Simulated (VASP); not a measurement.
The system is La2TaO5.

```xyz
8
Lattice="5.4872 0.0000 0.0000 -2.7436 4.7521 0.0000 0.0000 0.0000 5.1169" Properties=species:S:1:pos:R:3 pbc="T T T"
La    0.0000    3.1681    0.0000
La    2.7436    1.5840    0.0000
Ta    0.0000    0.0000    0.0000
O     0.0000    3.1681    3.2058
O     2.7436    1.5840    3.2058
O     2.7436    1.5840    1.9111
O     0.0000    3.1681    1.9111
O     0.0000    0.0000    2.5585
```

The cell was built by a generator and needn't be a form met in nature.

- Program: VASP 6.6.1
- Task: relaxation of cell and atoms
- Functional: PBE
- Potentials or basis: VASP PAW PBE potentials, release 64 (La, Ta_pv, O)
- Cutoff: 520 eV
- k mesh: 3 × 3 × 3
- Occupations: gaussian, width 0.15 eV
- Spin: no spin polarisation

At the start: pressure 24.1 GPa; volume 16.68 Å³/atom.

Task: Where does the relaxation end?

Result: Over 24 steps the energy falls by 268.0 meV/atom and the volume is 21.84 Å³/atom (+30.9 %); space group P6/mmm (No. 191, to 0.05 Å).

Step by step:
```csv
step,energy change (eV),largest force (eV/Å),pressure (GPa),volume (Å³)
1,0.0000,0.9150,24.07,133.43
2,406.0783,8.1537,19.37,186.65
3,242.0034,0.6208,-18.58,305.32
4,30.9787,2.7893,-19.52,207.51
5,4.0345,2.7294,-15.73,194.29
6,2.8546,2.4866,-14.60,189.24
7,2.6274,2.4315,-14.38,187.82
8,3.1912,25.5267,26.69,153.89
9,-1.0808,4.4577,-2.53,169.05
10,-1.0938,4.8291,-1.96,168.50
11,-1.6220,2.0137,9.07,157.94
12,-2.0064,0.7586,2.99,161.90
13,-2.0084,0.6245,3.34,161.66
14,-2.0084,0.5446,3.37,161.52
15,-2.0564,0.5691,0.04,166.73
16,-2.0609,0.3422,0.75,165.56
17,-2.1191,0.0850,0.21,169.77
18,-2.1397,0.2547,-0.55,176.00
19,-2.1419,0.1374,-0.29,174.56
20,-2.1419,0.1856,-0.31,174.83
21,-2.1413,0.2157,-0.42,175.41
22,-2.1418,0.1512,-0.51,175.03
23,-2.1428,0.0785,0.27,174.45
24,-2.1439,0.0324,-0.03,174.71
```

Final structure:
```yaml
crystal:
  lattice:
    - [6.11363, 0.00000, 0.00000]
    - [-3.05682, 5.29456, 0.00000]
    - [0.00000, 0.00000, 5.39729]
  atoms:
    - { symbol: La, position: [0.33333, 0.66667, 0.00000] }
    - { symbol: La, position: [0.66667, 0.33333, 0.00000] }
    - { symbol: Ta, position: [0.00000, 0.00000, 0.00000] }
    - { symbol: O, position: [0.33333, 0.66667, 0.62389] }
    - { symbol: O, position: [0.66667, 0.33333, 0.62389] }
    - { symbol: O, position: [0.66667, 0.33333, 0.37611] }
    - { symbol: O, position: [0.33333, 0.66667, 0.37611] }
    - { symbol: O, position: [0.00000, 0.00000, 0.50000] }
```

Caveat: the k mesh is coarse (spacing up to 0.44 Å⁻¹), so the values aren't converged; the volume moved by over 15 % at a fixed basis, so the end points are rough; an odd number of electrons without spin polarisation forces a metal; a magnetic or distorted state may lie lower.
